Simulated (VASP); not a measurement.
Here is a VASP 6.6.1 calculation.

The input INCAR:

```
SYSTEM = CrAs2
  PREC = Accurate
  ENCUT = 520
  EDIFF = 1E-6
  ISMEAR = 1
  SIGMA = 0.0653
  LREAL = .False.
  LASPH = .True.
  NELM = 80
  ALGO = Normal
  ISIF = 2
  LWAVE = .False.
  LCHARG = .False.
  GGA = CA
  NBANDS = 31
```

KPOINTS

```
Automatic mesh
0
Gamma
  5 5 3
  0 0 0
```

POSCAR

```
CrAs2
1.0
    3.7088920000      0.0000000000      0.0000000000
    0.0000000000      3.7088920000      0.0000000000
    0.0000000000      0.0000000000      7.5963120000
As Cr
4 2
Direct
    0.0000000000      0.5000000000      0.3300000000
    0.5000000000      0.0000000000      0.6700000000
    0.0000000000      0.0000000000      0.0000000000
    0.5000000000      0.5000000000      0.0000000000
    0.0000000000      0.5000000000      0.7350000000
    0.5000000000      0.0000000000      0.2650000000
```

Potentials or basis: VASP PAW LDA potentials, release 64 (As, Cr_pv).

Command:

```bash
$ cat potpaw_LDA.64/As/POTCAR potpaw_LDA.64/Cr_pv/POTCAR > POTCAR
$ mpirun -np 1 vasp_std > vasp.out
```

Problem. Predict the band gap on the k mesh.

Solution. None (metal or under the smearing width).

Problem. Predict the largest force.

Solution. 1.547 eV/Å.

Problem. Predict the pressure.

Solution. -12.2 GPa.

Forces in eV/Å, atoms in the order of the input:
```
As   0.000  0.000  1.547
As   0.000  0.000 -1.547
As   0.000  0.000  0.000
As   0.000  0.000  0.000
Cr   0.000  0.000  1.417
Cr   0.000  0.000 -1.417
```

Caveat: forces of over 1 eV/Å show positions far from the minimum, so gaps and moduli don't describe the material at rest. Spin polarisation is off, so any magnetic state and its effect on volume and gap are missing.
